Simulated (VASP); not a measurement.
Shape and ions are relaxed at each volume.

Energy against volume of Gd (hcp). The numbers are results of AM05 GGA, VASP's PBE PAW potentials (set 64) (plane waves; VASP 6.6.1), not measurements.

The 4f electrons are frozen in the core of the lanthanide potential, so 4f levels, which can set the real gap, and their magnetism are missing.

```csv
V (Å³/atom),E (eV/atom)
29.503,-4.77563
30.445,-4.78535
31.386,-4.78740
32.328,-4.78285
33.269,-4.77260
```

Problem. Fit a third-order Birch-Murnaghan equation of state.

Solution. 
- volume per atom: 31.19 Å³/atom
- bulk modulus: 383 kbar
- pressure derivative of the bulk modulus: 3.95

Measured: bulk modulus 37.9 GPa (computed value off by +1.2 %), as given by Wikipedia, Gadolinium (infobox). The calculation is for a static lattice, while the measured bulk modulus holds thermal and zero-point effects, which are part of the difference.

The compound is Gd in the hcp structure. It was relaxed first, which changed the volume by -5 %.
